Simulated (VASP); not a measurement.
# SrGa$_{4}$ (space group I4/mmm): computed properties

Calculation: LDA (Ceperley-Alder, Perdew-Zunger), VASP's LDA PAW potentials (set 64) (plane waves; VASP).

* **space group**: I4/mmm (139)
* **cell**: a = 4.352 Å, b = 4.352 Å, c = 10.421 Å, α = 90.00°, β = 90.00°, γ = 90.00°
* **volume per atom**: 19.74 Å³/atom
* **band gap (over mesh and band path)**: none (metal, semimetal or under 0.01 eV)
* **density**: 6.17 g/cm³

```
CELL_PARAMETERS angstrom
     -2.17616     2.17616     5.21029
      2.17616    -2.17616     5.21029
      2.17616     2.17616    -5.21029
ATOMIC_POSITIONS crystal
  Sr 0.00000 0.00000 0.00000
  Ga 0.38211 0.38211 0.00000
  Ga 0.61789 0.61789 0.00000
  Ga 0.75000 0.25000 0.50000
  Ga 0.25000 0.75000 0.50000
```

The structure comes from a measured SrGa4 entry (I4/mmm) of the Crystallography Open Database, whose conditions weren't checked. It was relaxed first, which changed the volume by -7 %. Symmetry was kept, so distortions that lower it aren't found.
